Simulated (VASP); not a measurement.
Computed with LDA (Ceperley-Alder, Perdew-Zunger), VASP's LDA PAW potentials (set 64) (plane waves; VASP).

The input files of a VASP run:

KPOINTS:
```
Automatic
0
gamma
  8 8 8
```

**INCAR**
```
ALGO = Normal
EDIFF = 1E-6
EDIFFG = -0.02
ENCUT = 520
IBRION = 2
ISIF = 3
ISMEAR = 1
LASPH = .TRUE.
LCHARG = .FALSE.
LMAXMIX = 4
LREAL = .FALSE.
LWAVE = .FALSE.
NELM = 100
NSW = 60
PREC = Accurate
SIGMA = 0.1
SYSTEM = Ni3Si
```

File POSCAR:
```
Ni3Si
1
    3.4271365569     0.0000000000     0.0000000000
   -0.0000000000     3.4271365569     0.0000000000
   -0.0000000000    -0.0000000000     3.4271365569
Si Ni
1 3
Direct
  0.0000000000   0.0000000000   0.0000000000
  0.0000000000   0.5000000000   0.5000000000
  0.5000000000   0.0000000000   0.5000000000
  0.5000000000   0.5000000000   0.0000000000
```

POTCAR, in this order: Si Ni (LDA.64 set). Program: vasp_std.

What VASP printed:

File OSZICAR:
```
       N       E                     dE             d eps       ncg     rms          rms(c)
DAV:   1     0.200892898131E+03    0.20089E+03   -0.15894E+04  1470   0.223E+03
DAV:   2    -0.204657168629E+02   -0.22136E+03   -0.21362E+03  1470   0.378E+02
DAV:   3    -0.315658282175E+02   -0.11100E+02   -0.10683E+02  1599   0.114E+02
DAV:   4    -0.318340727834E+02   -0.26824E+00   -0.26617E+00  1798   0.157E+01
DAV:   5    -0.318432585485E+02   -0.91858E-02   -0.91764E-02  1739   0.272E+00    0.213E+01
DAV:   6    -0.311152181574E+02    0.72804E+00   -0.53687E+01  1701   0.124E+02    0.157E+01
DAV:   7    -0.280228215951E+02    0.30924E+01   -0.15448E+01  1605   0.677E+01    0.473E+00
DAV:   8    -0.279423824185E+02    0.80439E-01   -0.66615E-01  1566   0.699E+00    0.146E+00
DAV:   9    -0.279244116441E+02    0.17971E-01   -0.31126E-02  2080   0.249E+00    0.584E-01
DAV:  10    -0.279218325648E+02    0.25791E-02   -0.32349E-03  1891   0.467E-01    0.268E-01
DAV:  11    -0.279211694604E+02    0.66310E-03   -0.83944E-04  2285   0.367E-01    0.604E-02
DAV:  12    -0.279211688688E+02    0.59160E-06   -0.12643E-04  1686   0.140E-01    0.173E-02
DAV:  13    -0.279211678902E+02    0.97854E-06   -0.88272E-06  1630   0.218E-02
   1 F= -.27921168E+02 E0= -.27921757E+02  d E =-.279212E+02
       N       E                     dE             d eps       ncg     rms          rms(c)
DAV:   1    -0.279290092182E+02   -0.78403E-02   -0.93148E-02  1500   0.504E+00    0.777E-01
DAV:   2    -0.279277566707E+02    0.12525E-02   -0.95727E-02  1666   0.543E+00    0.579E-01
DAV:   3    -0.279213394043E+02    0.64173E-02   -0.26134E-02  1663   0.291E+00    0.122E-01
DAV:   4    -0.279211394518E+02    0.19995E-03   -0.87972E-04  1509   0.222E-01    0.329E-02
DAV:   5    -0.279211181952E+02    0.21257E-04   -0.51223E-05  1839   0.877E-02    0.176E-02
DAV:   6    -0.279211151382E+02    0.30570E-05   -0.10834E-05  2091   0.298E-02    0.525E-03
DAV:   7    -0.279211153241E+02   -0.18595E-06   -0.90970E-07   931   0.914E-03
   2 F= -.27921115E+02 E0= -.27921706E+02  d E =0.525661E-04
       N       E                     dE             d eps       ncg     rms          rms(c)
DAV:   1    -0.279236992768E+02   -0.25841E-02   -0.28839E-02  1500   0.279E+00    0.433E-01
DAV:   2    -0.279232925603E+02    0.40672E-03   -0.29640E-02  1658   0.303E+00    0.322E-01
DAV:   3    -0.279213187932E+02    0.19738E-02   -0.80627E-03  1650   0.162E+00    0.672E-02
DAV:   4    -0.279212559721E+02    0.62821E-04   -0.27103E-04  1494   0.123E-01    0.181E-02
DAV:   5    -0.279212500632E+02    0.59090E-05   -0.13733E-05  1821   0.450E-02    0.106E-02
DAV:   6    -0.279212488506E+02    0.12126E-05   -0.34373E-06  1488   0.182E-02    0.277E-03
DAV:   7    -0.279212489474E+02   -0.96800E-07   -0.78931E-07   810   0.882E-03
   3 F= -.27921249E+02 E0= -.27921839E+02  d E =-.810571E-04
```

### OUTCAR
```
------------------------ aborting loop because EDIFF is reached ----------------------------------------
  FORCE on cell =-STRESS in cart. coord.  units (eV):
  Direction    XX          YY          ZZ          XY          YZ          ZX
  --------------------------------------------------------------------------------------
  Total       -0.0028683     -0.0028683     -0.0028683     -0.0000000     -0.0000000      0.0000000
  in kB       -0.1139841     -0.1139841     -0.1139841     -0.0000000     -0.0000000      0.0000000
  external PRESSURE =      -0.1139841 kB  Pullay stress =       0.0000000 kB
  volume of cell :       40.32
      direct lattice vectors                 reciprocal lattice vectors
     3.428969010 -0.000000000  0.000000000     0.291632849  0.000000000  0.000000000
    -0.000000000  3.428969010 -0.000000000     0.000000000  0.291632849 -0.000000000
    -0.000000000  0.000000000  3.428969010    -0.000000000  0.000000000  0.291632849
 POSITION                                       TOTAL-FORCE (eV/Angst)
 -----------------------------------------------------------------------------------
      0.00000      0.00000      0.00000         0.000000     -0.000000      0.000000
     -0.00000      1.71448      1.71448        -0.000000      0.000000      0.000000
      1.71448      0.00000      1.71448         0.000000      0.000000      0.000000
      1.71448      1.71448     -0.00000         0.000000     -0.000000      0.000000
 -----------------------------------------------------------------------------------
    total drift:                                0.000000      0.000000      0.000000
  FREE ENERGIE OF THE ION-ELECTRON SYSTEM (eV)
  ---------------------------------------------------
  free  energy   TOTEN  =       -27.9212489474 eV

  energy  without entropy=      -27.9230186931  energy(sigma->0) =      -27.92183886

 reached required accuracy - stopping structural energy minimisation
```
(Selected blocks of OUTCAR.)

### CONTCAR
```
Ni3Si
   1.00000000000000
     3.4289690103180939   -0.0000000000000000    0.0000000000000000
    -0.0000000000000000    3.4289690103180939   -0.0000000000000000
    -0.0000000000000000    0.0000000000000000    3.4289690103180939
  Si              Ni
     1     3
Direct
     0.0000000000000000    0.0000000000000000    0.0000000000000000
     0.0000000000000000    0.5000000000000000    0.5000000000000000
     0.5000000000000000    0.0000000000000000    0.5000000000000000
     0.5000000000000000    0.5000000000000000    0.0000000000000000
```

File OUTCAR:
```
 val. band max:       11.4008535187   @ k =   0.1250   0.1250   0.0000

 cond. band min:      11.4891023441   @ k =   0.5000   0.3750   0.3750


 Fermi energy:        11.4494484492

 k-point     1 :       0.0000    0.0000    0.0000
  band No.  band energies     occupation
      1      -0.9285      2.00000
      2       6.1645      2.00000
      3       7.0017      2.00000
      4       7.0017      2.00000
      5       7.5427      2.00000
      6       7.5427      2.00000
      7       7.5427      2.00000
      8       9.7461      2.00000
      9       9.7461      2.00000
     10       9.7461      2.00000
     11      10.5503      2.00000
     12      10.5503      2.00000
     13      10.5503      2.00000
     14      10.8081      2.00000
     15      10.8081      2.00000
     16      11.1531      2.00023
     17      11.5027      0.22502
     18      11.5027      0.22502
     19      11.5027      0.22502
     20      16.9188      0.00000
     21      18.1742      0.00000

 k-point     2 :       0.1250    0.0000    0.0000
  band No.  band energies     occupation
      1      -0.7356      2.00000
      2       6.1944      2.00000
      3       6.7668      2.00000
      4       7.1408      2.00000
      5       7.5341      2.00000
      6       7.5341      2.00000
      7       7.6002      2.00000
      8       9.4386      2.00000
      9       9.4386      2.00000
     10       9.6817      2.00000
     11      10.0266      2.00000
     12      10.6213      2.00000
     13      10.6213      2.00000
     14      10.8022      2.00000
     15      10.8112      2.00000
     16      11.0691      2.00000
     17      11.5029      0.22287
     18      11.9040     -0.00000
     19      11.9040     -0.00000
     20      17.2187      0.00000
     21      18.1189      0.00000

 k-point     3 :       0.2500    0.0000    0.0000
  band No.  band energies     occupation
      1      -0.1751      2.00000
      2       5.5122      2.00000
      3       6.7312      2.00000
...
```

The compound is Ni3Si in the L1_2 structure. This run relaxes it. Symmetry was kept, so distortions that lower it aren't found. The start is the result of an earlier pass. The run is not spin-polarised, so no magnetic state was tried.
